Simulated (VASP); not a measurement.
Consider the following.

```
ZrO2
1.0
    0.00000     5.18653     0.01659
    5.25335     0.00000     0.00000
    0.00000    -0.87579    -5.29084
Zr O
4 8
Cartesian
  5.02631   3.06178  -4.17033
  2.39964   0.81106  -3.74933
  0.22703   1.24896  -1.10391
  2.85371   3.49967  -1.52491
  3.50749   4.25875  -3.45058
  0.88082  -0.38592  -4.46908
  1.74585   0.05198  -1.82366
  4.37252   4.69665  -0.80517
  1.27420   2.39536  -2.75444
  3.90087   1.47748  -5.16522
  3.97915   1.91537  -2.51981
  1.35247   2.83326  -0.10902
```

The numbers are results of PBE GGA, VASP's PBE PAW potentials (set 64) (plane waves; VASP 6.6.1), not measurements. Settings: 520 eV cut-off, 5×5×5 Γ-centred mesh, tetrahedra with Blöchl corrections, potentials Zr_sv O.

The cores are frozen, which limits the accuracy of field gradients.

### Question
Give the principal components of the electric field gradient (V/Å²) and the asymmetry η at each nucleus.

### Answer

| atom | Vxx | Vyy | Vzz | η |
|---|---|---|---|---|
| Zr1 | -27.7 | -25.6 | 53.3 | 0.04 |
| Zr2 | -27.7 | -25.6 | 53.3 | 0.04 |
| Zr3 | -27.7 | -25.6 | 53.3 | 0.04 |
| Zr4 | -27.7 | -25.6 | 53.3 | 0.04 |
| O5 | -8.7 | -2.1 | 10.7 | 0.61 |
| O6 | -8.7 | -2.1 | 10.7 | 0.61 |
| O7 | -8.7 | -2.1 | 10.7 | 0.61 |
| O8 | -8.7 | -2.1 | 10.7 | 0.61 |
| O9 | -9.5 | -1.8 | 11.4 | 0.68 |
| O10 | -9.5 | -1.8 | 11.4 | 0.68 |
| O11 | -9.5 | -1.8 | 11.4 | 0.68 |
| O12 | -9.5 | -1.8 | 11.4 | 0.68 |

The compound is ZrO2 in the monoclinic structure. It was relaxed first.
